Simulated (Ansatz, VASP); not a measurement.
**Cross-check of Si182C9N (crystal/amorphous interface of Si with 5 % C on Si sites, (110)) between VASP and Ansatz**

Wanted: the spread between two codes on one cell, functional and k mesh. The structure shown is the start of the Ansatz relaxation below; VASP solves that cell, so the two are compared at the walk's first step.

Main program and level: Ansatz 0.2.0; plane waves, with VASP 6.6.1 beside it; single point at PBE.

### 1. The starting structure

The cell holds 192 atoms: 182 Si, 9 C and 1 N. Cell: a = 10.864 Å, b = 15.364 Å, c = 23.297 Å, α = 90.0°, β = 90.0°, γ = 90.0°. It derives from Si (diamond Si). As first built, before any earlier steps moved the atoms (in the runner's words): A 2 x 2 x 3 block of diamond Si (a = 5.432 A), 5 % of Si replaced at random by C with its (110) planes normal to z; the lower 33 % held fixed, the rest melted at 3500 K for 10 ps and cooled to 500 K at 100 K/ps with the Tersoff potential (Tersoff, Phys. Rev. B 39, 5566 (1989)); then all atoms free for 10 ps at 500 K, the cell's length along z at zero stress. . The structure's axis is c. Nearest the centre at fractional (0.786, 0.055, 0.534): N192 at 0.00 Å, Si160 at 1.91 Å, Si182 at 1.95 Å, Si155 at 1.97 Å, Si121 at 1.99 Å, Si97 at 3.25 Å, Si107 at 3.30 Å, C189 at 3.34 Å.

### 2. Ansatz: relaxation, PBE

Ansatz runs on its default PAW (the set named soft_2) files.

The two programs are compared at the cell with which this relaxation starts, whose forces are those of its first step.

Contents of input.yaml:

```yaml
crystal:
  lattice:
    - [10.864, 0.0, 0.0]
    - [0.0, 15.36402, 0.0]
    - [0.0, 0.0, 23.29738]
  atoms:
    - { symbol: Si, position: [0.25344, 0.19235, 0.05076] }
    - { symbol: Si, position: [0.37009, 0.1967, 0.13553] }
    - { symbol: Si, position: [0.51171, 0.56706, 0.12867] }
    - { symbol: Si, position: [0.61636, 0.57126, 0.21863] }
    - { symbol: Si, position: [0.48901, 0.32308, 0.1394] }
    - { symbol: Si, position: [0.61628, 0.32805, 0.21899] }
    - { symbol: Si, position: [0.23344, 0.20233, 0.21413] }
    - { symbol: Si, position: [0.36529, 0.20115, 0.29353] }
    - { symbol: Si, position: [0.23833, 0.44782, 0.21729] }
    - { symbol: Si, position: [0.34402, 0.45144, 0.30577] }
    - { symbol: Si, position: [0.48283, 0.3277, 0.29856] }
    - { symbol: Si, position: [0.6143, 0.32386, 0.06016] }
    - { symbol: Si, position: [0.47105, 0.57825, 0.29714] }
    - { symbol: C, position: [0.62376, 0.56416, 0.0618] }
    - { symbol: Si, position: [0.2428, 0.44289, 0.0516] }
    - { symbol: Si, position: [0.3682, 0.44832, 0.13471] }
    - { symbol: Si, position: [0.23526, 0.68895, 0.05406] }
    - { symbol: Si, position: [0.37604, 0.69162, 0.13285] }
    - { symbol: Si, position: [0.49603, 0.07057, 0.14075] }
    - { symbol: Si, position: [0.62871, 0.07616, 0.22157] }
    - { symbol: Si, position: [0.49842, 0.81962, 0.13647] }
    - { symbol: Si, position: [0.62142, 0.82488, 0.22176] }
    - { symbol: Si, position: [0.24736, 0.69969, 0.21477] }
    - { symbol: Si, position: [0.35893, 0.71169, 0.30092] }
    - { symbol: Si, position: [0.24226, 0.9458, 0.22088] }
    - { symbol: Si, position: [0.36101, 0.95571, 0.30745] }
    - { symbol: Si, position: [0.49329, 0.83153, 0.30557] }
    - { symbol: Si, position: [0.62151, 0.80905, 0.05253] }
    - { symbol: Si, position: [0.49159, 0.07837, 0.30017] }
    - { symbol: Si, position: [0.61004, 0.0609, 0.05512] }
    - { symbol: Si, position: [0.25024, 0.93973, 0.05542] }
[... 11 lines left out ...]
    - { symbol: C, position: [0.00532, 0.33398, 0.29163] }
[... 35 lines left out ...]
    - { symbol: C, position: [0.22996, 0.44655, 0.37127] }
[... 12 lines left out ...]
    - { symbol: C, position: [0.37294, 0.25832, 0.75021] }
[... 4 lines left out ...]
    - { symbol: C, position: [0.26767, 0.73241, 0.3662] }
[... 29 lines left out ...]
    - { symbol: C, position: [0.0793, 0.76327, 0.68305] }
[... 2 lines left out ...]
    - { symbol: C, position: [0.56057, 0.12549, 0.44848] }
[... 21 lines left out ...]
    - { symbol: C, position: [0.92876, 0.18439, 0.96391] }
[... 14 lines left out ...]
    - { symbol: C, position: [0.43793, 0.57246, 0.41774] }
[... 8 lines left out ...]
    - { symbol: "N", position: [0.78603, 0.05514, 0.53435] }
[... 8 lines left out ...]
    - { symbol: Si, position: [0.78778, 0.84349, 0.74852] }
    - { symbol: Si, position: [0.8848, 0.95292, 0.9716] }
    - { symbol: Si, position: [0.03736, 0.84515, 0.95977] }
    - { symbol: Si, position: [0.91098, 0.75579, 0.68224] }
    - { symbol: Si, position: [0.00936, 0.07733, 0.96416] }
    - { symbol: Si, position: [0.20206, 0.90099, 0.90265] }
    - { symbol: Si, position: [0.1125, 0.55115, 0.71894] }
    - { symbol: Si, position: [0.78289, 0.95509, 0.48273] }
kpoints:
  mp_grid: { grid: [1, 1, 1] }
hamiltonian:
  xc: pbe
scf:
  occupations: { method: fermi_dirac, width: 0.05 }
output:
  forces: true
  eigenvalues: true
relax:
  f_tol: 0.05
  max_steps: 90
```

Started as:

```
> ansatz run input.yaml --threads 4 --pin off --max-ram 8192MiB --backend cpu --events-out ev --progress --plain --runs-dir out
```

Numbers of over 12 decimals in the logs are rounded to 6 here.

Log:

```text
Engine: ansatz 0.2.0, aarch64-unknown-linux-gnu
Pseudopotentials: kind: paw
Pseudopotential: Si, paw, valence charge 4, recommended cutoff 420 eV (normal), Si.paw.azcp
Pseudopotential: C, paw, valence charge 4, recommended cutoff 420 eV (normal), C.paw.azcp
Pseudopotential: N, paw, valence charge 5, recommended cutoff 420 eV (normal), N.paw.azcp
Functional definition: PBE
  parameter kappa = 0.804
  parameter beta = 0.066725
  exchange = pbe_x(kappa = kappa, mu = beta*pi^2/3)
  correlation = pbe_c(beta = beta)
Crystal: 192 atoms, lattice volume = 3888.676 Å³
Basis set: ecut = 420 eV, 75979 PW (Γ), exchange–correlation on 150×216×320 points (8 copies of the dense FFT grid, shifted against one another)
Bands: 577, of which v1, the nominal top of the filled ones, is band 385 counted from 1 (384 counted from 0)
Symmetry: 1 space group operations
Space group: P1 (ITA 1), of the structure as read, at distance tolerance 1.6e-4 Å
k-points: 1
Non-local potential: Si, projectors of the file, l = 0: 2, l = 1: 2, l = 2: 2
Non-local potential: C, projectors of the file, l = 0: 2, l = 1: 2, l = 2: 1
Non-local potential: N, projectors of the file, l = 0: 2, l = 1: 2, l = 2: 1
PAW form: soft (Blöchl's): semilocal exchange-correlation on the pseudo side does not see the compensation charge
PAW one-centre angular grid: Si, 110 points (default); XC on 64 Gauss nodes
PAW one-centre angular grid: C, 110 points (default); XC on 64 Gauss nodes
PAW one-centre angular grid: N, 110 points (default); XC on 64 Gauss nodes
Initial density: superposition of atomic densities (neutral atoms: chi_scale 0, normalization atom), corrected by the library's trained network
Initial wavefunctions: pseudopotential atomic-orbital guess
Functional: x = pbe(κ = 0.804, μ = 0.219515), c = pbe(β = 0.066725)
SCF iter   1: F=—  HF=-118320.256964 eV  |F-HF|=—  |Δ(HF+E_count)|=         —  Δρ=4.19e-3  dr2=2.61e0  ethr=1.77e-3  ⟨swp⟩=6.0  Hψ=2666  notcnv=0  defer=110
preconditioner: auto → Resta (q_TF=auto, 2.082 Å⁻¹)  ε∞=5.5  [insulator: Δε(μ)=0.200 eV  Ē_g=7.784 eV  σ=0.050 eV  W_gap=0.61  n_scr=598 (ndim 8)  ℏωp=16.5 eV  f_vac=0.005  D(μ)=17.33/eV (n_scr^D=52)  ε∞_Penn≈5.5]
SCF iter   2: F=—  HF=-118320.026960 eV  |F-HF|=—  |Δ(HF+E_count)|=   2.30e-1  Δρ=1.64e-3  dr2=2.66e-1  ethr=3.39e-4  ⟨swp⟩=1.0  Hψ=664  notcnv=0  defer=125
SCF iter   3: F=—  HF=-118320.004311 eV  |F-HF|=—  |Δ(HF+E_count)|=   2.26e-2  Δρ=6.86e-4  dr2=3.99e-2  ethr=3.46e-5  ⟨swp⟩=2.0  Hψ=530  notcnv=0  defer=125
SCF iter   4: F=—  HF=-118320.006870 eV  |F-HF|=—  |Δ(HF+E_count)|=   2.56e-3  Δρ=3.10e-4  dr2=1.57e-2  ethr=5.19e-6  ⟨swp⟩=3.0  Hψ=962  notcnv=0  defer=148
SCF iter   5: F=—  HF=-118320.006504 eV  |F-HF|=—  |Δ(HF+E_count)|=   3.66e-4  Δρ=7.99e-5  dr2=7.89e-4  ethr=2.05e-6  ⟨swp⟩=2.0  Hψ=432  notcnv=0  defer=148
SCF iter   6: F=—  HF=-118320.006786 eV  |F-HF|=—  |Δ(HF+E_count)|=   2.82e-4  Δρ=3.94e-5  dr2=3.94e-4  ethr=1.03e-7  ⟨swp⟩=2.0  Hψ=813  notcnv=0  defer=148
SCF iter   7: F=-118320.006815 eV  HF=-118320.006818 eV  |F-HF|=2.88e-6  |Δ(HF+E_count)|=   3.20e-5  Δρ=1.36e-5  dr2=3.03e-5  ethr=8.13e-9  ⟨swp⟩=17.0  Hψ=3561  notcnv=0
SCF 1 converged in 7 iterations: F = -118320.006815 eV  dr2 = 3.03e-5
  greatest PAW one-centre occupation: 0.795 electrons in one spin orbital (limit 2), on the N atom at site 175 (counted from 0), in its partial waves of l = 0
relax step   1: F+E_penalty+E_count = -118320.00681506 eV  Δ(F+E_penalty+E_count) = +0.000e0 eV  max|allowed force component| = 5.064e-1 eV/Å  Δτ_max = 0.0000 Å  (7 SCF iters, dr2 threshold 6.25e-5 eV, accepted)
Initial density: handed on by an earlier stage of this run
Initial wavefunctions: those handed on with the density
iter 1 solved again at ethr=1.63e-5 eV; its pass at ethr=3.10e-3 eV (dr2=1.25e-1 eV) is discarded
SCF iter   1: F=—  HF=-118320.069767 eV  |F-HF|=—  |Δ(HF+E_count)|=         —  Δρ=1.22e-3  dr2=1.41e-1  ethr=1.63e-5  ⟨swp⟩=3.0  Hψ=1802  notcnv=0  defer=150
preconditioner: auto → Kerker (q_TF=auto, 2.082 Å⁻¹)  [metal: Δε(μ)=0.106 eV  Ē_g=7.782 eV  σ=0.050 eV  W_gap=0.47  n_scr=598 (ndim 8)  ℏωp=16.5 eV  f_vac=0.006  D(μ)=30.50/eV (n_scr^D=108)]
SCF iter   2: F=—  HF=-118320.062143 eV  |F-HF|=—  |Δ(HF+E_count)|=   7.62e-3  Δρ=6.55e-4  dr2=3.83e-2  ethr=1.63e-5  ⟨swp⟩=1.0  Hψ=427  notcnv=0  defer=150
SCF iter   3: F=—  HF=-118320.059180 eV  |F-HF|=—  |Δ(HF+E_count)|=   2.96e-3  Δρ=1.05e-4  dr2=4.78e-3  ethr=4.98e-6  ⟨swp⟩=1.0  Hψ=427  notcnv=0  defer=150
SCF iter   4: F=—  HF=-118320.058802 eV  |F-HF|=—  |Δ(HF+E_count)|=   3.78e-4  Δρ=3.94e-5  dr2=1.54e-3  ethr=6.22e-7  ⟨swp⟩=1.0  Hψ=427  notcnv=0  defer=150
SCF iter   5: F=—  HF=-118320.058745 eV  |F-HF|=—  |Δ(HF+E_count)|=   5.71e-5  Δρ=4.15e-5  dr2=4.40e-4  ethr=2.01e-7  ⟨swp⟩=2.0  Hψ=813  notcnv=0  defer=150
[...]
- { symbol: Si, position: [0.996220, 0.295817, 0.968414] }
    - { symbol: Si, position: [0.375810, 0.188175, 0.966471] }
    - { symbol: Si, position: [0.091286, 0.270160, 0.875470] }
    - { symbol: Si, position: [0.391676, 0.443441, 0.977803] }
    - { symbol: Si, position: [0.501317, 0.314054, 0.976847] }
    - { symbol: C, position: [0.372618, 0.258347, 0.750233] }
    - { symbol: Si, position: [0.518731, 0.565414, 0.994784] }
    - { symbol: Si, position: [0.337947, 0.474329, 0.883650] }
    - { symbol: Si, position: [0.979578, 0.506792, 0.641227] }
    - { symbol: Si, position: [0.177689, 0.398015, 0.835830] }
    - { symbol: C, position: [0.269156, 0.732988, 0.366409] }
    - { symbol: Si, position: [0.604175, 0.860393, 0.486629] }
    - { symbol: Si, position: [0.531450, 0.013473, 0.676269] }
    - { symbol: Si, position: [0.421439, 0.907798, 0.534224] }
    - { symbol: Si, position: [0.216910, 0.963612, 0.387360] }
    - { symbol: Si, position: [0.956827, 0.880893, 0.522778] }
    - { symbol: Si, position: [0.173110, 0.699824, 0.732683] }
    - { symbol: Si, position: [0.852011, 0.465009, 0.843866] }
    - { symbol: Si, position: [0.159524, 0.861274, 0.658719] }
    - { symbol: Si, position: [0.660988, 0.495441, 0.684936] }
    - { symbol: Si, position: [0.638711, 0.650473, 0.598503] }
    - { symbol: Si, position: [0.631133, 0.831061, 0.386779] }
    - { symbol: Si, position: [0.460807, 0.270510, 0.687836] }
    - { symbol: Si, position: [0.622430, 0.084632, 0.379771] }
    - { symbol: Si, position: [0.104753, 0.099876, 0.377675] }
    - { symbol: Si, position: [0.081918, 0.007111, 0.532492] }
[...]
- { symbol: C, position: [0.077135, 0.763950, 0.683381] }
[...]
- { symbol: C, position: [0.561713, 0.123385, 0.448024] }
[...]
- { symbol: C, position: [0.929456, 0.184455, 0.963753] }
[...]
- { symbol: C, position: [0.437579, 0.572150, 0.417831] }
[...]
- { symbol: N, position: [0.788347, 0.055581, 0.532941] }
[...]
- { symbol: Si, position: [0.785815, 0.842765, 0.749054] }
    - { symbol: Si, position: [0.885269, 0.953102, 0.971575] }
    - { symbol: Si, position: [0.037761, 0.845257, 0.959806] }
    - { symbol: Si, position: [0.909078, 0.757080, 0.682168] }
    - { symbol: Si, position: [0.00980003, 0.077472, 0.964115] }
    - { symbol: Si, position: [0.202180, 0.900957, 0.902484] }
    - { symbol: Si, position: [0.111489, 0.551330, 0.718871] }
    - { symbol: Si, position: [0.784455, 0.953850, 0.483139] }
```

In the SCF lines HF is the Harris–Foulkes energy and dr2 the Hartree energy of the density residual, in eV; the loop may stop once dr2 is under the threshold and the program's other checks hold. Hψ counts applications of the Hamiltonian.

### 3. VASP: single point, PBE, start cell

The same cell, functional, mesh and smearing now go to VASP, with its own data sets.

Lines of VASP's logs that name or quote its potential files are left out, and so is its time.

Contents of INCAR:

```
SYSTEM = Si182C9N
PREC = Accurate
ENCUT = 520
EDIFF = 1E-06
NELM = 120
ISMEAR = -1
SIGMA = 0.05
LREAL = Auto
ALGO = Normal
GGA = PE
NBANDS = 518
LORBIT = 11
LWAVE = .FALSE.
LCHARG = .FALSE.
ISIF = 2
LASPH = .TRUE.
GGA_COMPAT = .FALSE.
```

Contents of POSCAR:

```
Si182C9N
1.0
   10.8640000000      0.0000000000      0.0000000000
    0.0000000000     15.3640200000      0.0000000000
    0.0000000000      0.0000000000     23.2973800000
Si C N
182 9 1
Direct
    0.2534425626      0.1923520016      0.0507610727
    0.3700938881      0.1966998221      0.1355302613
[... 53 atom lines left out ...]
    0.8827963918      0.9576269752      0.3022185327
[... 7 atom lines left out ...]
    0.6587260677      0.2343592367      0.6600398843
[... 3 atom lines left out ...]
    0.7207474227      0.0926970936      0.6808920145
[... 2 atom lines left out ...]
    0.4918078056      0.3523817334      0.4557293567
    0.9890095729      0.2470577362      0.5793484074
[... 1 atom line left out ...]
    0.2094716495      0.2376396282      0.5724205898
[... 4 atom lines left out ...]
    0.6251380707      0.8681126424      0.6760202220
    0.0563788660      0.9983585025      0.6315602870
[... 12 atom lines left out ...]
    0.6050902062      0.8598530853      0.4860289011
    0.5311579529      0.0152368976      0.6752690646
    0.4233615611      0.9089222742      0.5342403309
    0.2166789396      0.9636475350      0.3874684621
    0.9557713549      0.8817418879      0.5209298213
[... 2 atom lines left out ...]
    0.1610364507      0.8613891416      0.6591384954
[... 2 atom lines left out ...]
    0.6298877025      0.8303816319      0.3859403933
[... 1 atom line left out ...]
    0.6211800442      0.0848085332      0.3803603667
    0.1044826951      0.0999412914      0.3775617687
    0.0820692194      0.0064501348      0.5326307078
[... 2 atom lines left out ...]
    0.3247330633      0.1278311275      0.5279692395
[... 10 atom lines left out ...]
    0.8323729750      0.0074394592      0.6106094333
    0.8182713549      0.8423967165      0.6062999359
    0.7605117820      0.2035404796      0.3695780384
    0.1377485272      0.1030068953      0.6997610890
    0.5992820324      0.2603094763      0.5649304772
    0.9861469072      0.3215109067      0.4361305864
    0.0562776141      0.7646826807      0.4729415926
    0.6183173785      0.3234374858      0.3755400822
    0.4246594256      0.2021411063      0.4530080206
    0.2731866716      0.9919409113      0.4832388878
[... 3 atom lines left out ...]
    0.9523195876      0.3465173828      0.6556488326
[... 2 atom lines left out ...]
    0.9361929308      0.1737826428      0.4276618229
[... 1 atom line left out ...]
    0.7908321060      0.1136226066      0.7751815869
    0.7232695140      0.7498688494      0.5340600531
[... 14 atom lines left out ...]
    0.6283965390      0.1150870671      0.5219385184
[... 2 atom lines left out ...]
    0.8252393225      0.4232616203      0.4555920022
[... 1 atom line left out ...]
    0.9333118557      0.1192786784      0.5203203107
[... 3 atom lines left out ...]
    0.4778994845      0.0431983296      0.5782409868
    0.0980578056      0.3423127541      0.5184789019
    0.7498711340      0.9598985161      0.3822489911
    0.6530927835      0.3950528573      0.5201486176
[... 7 atom lines left out ...]
    0.7877761414      0.8434901803      0.7485219368
[... 2 atom lines left out ...]
    0.9109812224      0.7557917785      0.6822398055
[... 3 atom lines left out ...]
    0.7828884389      0.9550885771      0.4827281008
[... 6 atom lines left out ...]
    0.5605670103      0.1254879908      0.4484796144
[... 2 atom lines left out ...]
    0.7860272459      0.0551418184      0.5343519314
```

Contents of KPOINTS:

```
Automatic mesh
0
Gamma
1 1 1
0 0 0
```

Potentials, in the order of the species: Si, C and N (PBE family, release 64).

Started as:

```
> export OMP_NUM_THREADS=3
> mpirun -np 1 vasp_gam
```

Log:

```text
[banner, memory and clock lines left out]
running    1 mpi-ranks, on    1 nodes
[...]
Offloading initialized ...    1 GPUs detected
[...]
LDA part: xc-table for (Slater+PW92), standard interpolation
 POSCAR, INCAR and KPOINTS ok, starting setup
[...]
entering main loop
       N       E                     dE             d eps       ncg     rms          rms(c)
DAV:   1     0.385621923172E+04    0.38562E+04   -0.33672E+05  1036   0.131E+03
DAV:   2    -0.559943008193E+03   -0.44162E+04   -0.41391E+04  1304   0.220E+02
DAV:   3    -0.105749983697E+04   -0.49756E+03   -0.48460E+03  1288   0.660E+01
DAV:   4    -0.107677648653E+04   -0.19277E+02   -0.19113E+02  1264   0.152E+01
[...]
DAV:  22    -0.103882953619E+04   -0.52265E-05   -0.33329E-05  1264   0.676E-03    0.106E-02
DAV:  23    -0.103882953382E+04    0.23691E-05   -0.10019E-05  1320   0.435E-03    0.711E-03
DAV:  24    -0.103882953390E+04   -0.86298E-07   -0.98479E-06  1208   0.338E-03
   1 F= -.10388295E+04 E0= -.10387070E+04  d E =-.245119E+00
```

From OUTCAR (step 3):

```text
  FREE ENERGIE OF THE ION-ELECTRON SYSTEM (eV)
  ---------------------------------------------------
  free  energy   TOTEN  =     -1038.8295339033 eV

  energy  without entropy=    -1038.5844153775  energy(sigma->0) =    -1038.70697464
```

This run has no spin polarisation. Its electron count is odd, so without a moment it is a metal by construction.

### 4. Comparison

Known differences besides the potentials themselves: the cutoff is 420 eV in Ansatz and 520 eV in VASP (PREC = Accurate, projectors in real space). Total energies have different zeros and are not compared.

Forces on 8 of the 192 atoms, those with the largest forces and the largest differences (eV/Å; atoms numbered as in POSCAR):

```
 atom         Ansatz x, y, z           VASP x, y, z
 Si97   -0.038, 0.000, 0.182   -0.034, 0.001, 0.181
Si104  -0.005, -0.002, 0.001  0.003, -0.002, -0.013
Si121   0.092, -0.245, 0.133   0.092, -0.245, 0.139
Si122  -0.063, 0.246, -0.150  -0.066, 0.247, -0.151
Si155  -0.506, 0.134, -0.149  -0.504, 0.130, -0.135
Si164   0.234, -0.105, 0.038   0.235, -0.104, 0.038
 C189   0.228, -0.225, 0.034   0.228, -0.228, 0.021
 N192   0.310, 0.130, -0.284   0.309, 0.135, -0.289
```

The forces differ by 3.2 meV/Å r.m.s., which is 6.9 % of the r.m.s. force of 0.046 eV/Å (both taken over all components).

### 5. Results

```
r.m.s. force difference (single point, PBE, start cell) : 3.2 meV/Å
```

The r.m.s. force difference is 3.2 meV/Å (single point, PBE, start cell), within the 12 meV/Å picked in this series as the mark of a large difference. 1 further run of this series is not shown here. Such differences can come from data sets, numerical settings and the points named under the comparisons, not from the functional's error against experiment.

[Lines on the potential files, build, host, timing and source positions are cut from VASP's logs without a mark.]

[Logs are printed without paths, hosts, clocks, repeated set-up lines and the standing remarks that a program may print on its own settings, such as how far it seeks lower states.]

[Hosts, paths, dates, database ids (printed as entryN), source tags and the programs' standing remarks are cut or masked in the printed files.]
